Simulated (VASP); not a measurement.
These are PBEsol GGA, VASP's PBE PAW potentials (set 64) (plane waves; VASP 6.6.1) values and carry that method's errors.

VASP ran on this input.

INCAR:
```
ISIF=2
LWAVE=.False.
PREC=Accurate
ISMEAR=-5
SYSTEM=WSe
ALGO=Normal   ! blocked Davidson
ENCUT=400   ! plane-wave cut-off (eV)
LREAL=.False.
NEDOS=601   ! DOS grid
GGA=PS   ! PBEsol
LMAXMIX=6   ! l cut-off of mixed one-centre charges
EDIFF=1E-7
LASPH=.True.   ! aspherical one-centre terms
LORBIT=11
LEFG=.True.
NELM=100
LCHARG=.True.
```

File KPOINTS:
```
Automatic mesh
0
Gamma
13 13 5
0 0 0
```

File POSCAR:
```
WSe
1
    3.1026894006    -0.0000000000     0.0000000000
   -1.5513447003     2.6870076927    -0.0000000000
   -0.0000000000     0.0000000000     7.6623011698
W Se
2 2
Direct
  0.0000000000   0.0000000000   0.0000000000
  0.0000000000   0.0000000000   0.5000000000
  0.3333330000   0.6666670000   0.2500000000
  0.6666670000   0.3333330000   0.7500000000
```

POTCAR, in this order: W_sv Se (PBE.64 set). Program: vasp_std.

The resulting files:

**OSZICAR**
```
       N       E                     dE             d eps       ncg     rms          rms(c)
DAV:   1     0.341642474549E+03    0.34164E+03   -0.18916E+04  3144   0.148E+03
DAV:   2    -0.172692342412E+02   -0.35891E+03   -0.35529E+03  3464   0.438E+02
DAV:   3    -0.344885340351E+02   -0.17219E+02   -0.16978E+02  4032   0.865E+01
DAV:   4    -0.347451357501E+02   -0.25660E+00   -0.25490E+00  3272   0.112E+01
DAV:   5    -0.347517961153E+02   -0.66604E-02   -0.65752E-02  4096   0.143E+00    0.272E+01
DAV:   6    -0.337703630952E+02    0.98143E+00   -0.45085E+00  3840   0.135E+01    0.109E+01
DAV:   7    -0.336438994618E+02    0.12646E+00   -0.40414E-01  3832   0.330E+00    0.332E+00
DAV:   8    -0.336306994973E+02    0.13200E-01   -0.47938E-02  3720   0.136E+00    0.371E-01
DAV:   9    -0.336297995557E+02    0.89994E-03   -0.38579E-03  4192   0.411E-01    0.104E-01
DAV:  10    -0.336297353297E+02    0.64226E-04   -0.38441E-04  3728   0.163E-01    0.374E-02
DAV:  11    -0.336297429326E+02   -0.76029E-05   -0.33005E-05  3952   0.359E-02    0.746E-03
DAV:  12    -0.336297403597E+02    0.25729E-05   -0.23522E-06  3768   0.869E-03    0.383E-03
DAV:  13    -0.336297398696E+02    0.49006E-06   -0.16662E-07  2416   0.280E-03    0.529E-04
DAV:  14    -0.336297400484E+02   -0.17880E-06   -0.11982E-08  1976   0.805E-04    0.142E-04
DAV:  15    -0.336297400984E+02   -0.50000E-07   -0.25627E-09  2088   0.431E-04
   1 F= -.33629740E+02 E0= -.33629740E+02  d E =0.000000E+00
```

OUTCAR:
```
------------------------ aborting loop because EDIFF is reached ----------------------------------------
  FORCE on cell =-STRESS in cart. coord.  units (eV):
  Direction    XX          YY          ZZ          XY          YZ          ZX
  --------------------------------------------------------------------------------------
  Total        0.0616390      0.0616390     -0.1345756      0.0000000      0.0000000      0.0000000
  in kB        1.5459659      1.5459658     -3.3752859      0.0000000      0.0000000      0.0000000
  external PRESSURE =      -0.0944514 kB  Pullay stress =       0.0000000 kB
  volume of cell :       63.88
      direct lattice vectors                 reciprocal lattice vectors
     3.102689401  0.000000000  0.000000000     0.322301033  0.186080599  0.000000000
    -1.551344700  2.687007693  0.000000000     0.000000000  0.372161197  0.000000000
     0.000000000  0.000000000  7.662301170     0.000000000  0.000000000  0.130509096
 POSITION                                       TOTAL-FORCE (eV/Angst)
 -----------------------------------------------------------------------------------
      0.00000      0.00000      0.00000         0.000000     -0.000000     -0.000000
      0.00000      0.00000      3.83115         0.000000     -0.000000     -0.000000
     -0.00000      1.79134      1.91558        -0.000000      0.000000     -0.000000
      1.55135      0.89567      5.74673         0.000000     -0.000000      0.000000
 -----------------------------------------------------------------------------------
    total drift:                                0.000000     -0.000000      0.000000
  FREE ENERGIE OF THE ION-ELECTRON SYSTEM (eV)
  ---------------------------------------------------
  free  energy   TOTEN  =       -33.6297400984 eV

  energy  without entropy=      -33.6297400984  energy(sigma->0) =      -33.62974010

 total charge

# of ion       s       p       d       tot
------------------------------------------
    1        2.302   6.205   3.490  11.997
    2        2.302   6.205   3.490  11.997
    3        1.447   2.357   0.146   3.950
    4        1.447   2.357   0.146   3.950
--------------------------------------------------
tot          7.498  17.125   7.272  31.895

 Electric field gradients after diagonalization (V/A^2)
 (convention: |V_zz| > |V_xx| > |V_yy|)
----------------------------------------------------------------------
 ion       V_xx      V_yy      V_zz     asymmetry (V_yy - V_xx)/ V_zz
----------------------------------------------------------------------
   1     -23.452   -23.447    46.900       0.000
   2     -23.452   -23.447    46.900       0.000
   3     -46.929   -46.928    93.857       0.000
   4     -46.929   -46.928    93.857       0.000
```
(Selected blocks of OUTCAR.)

For a metal the tetrahedron method with Blöchl corrections gives inexact stress and forces.

The structure was generated: WSe was put into the NiAs type type (P6_3/mmc), which need not be its known phase. It was relaxed first, which changed the volume by -42 %.
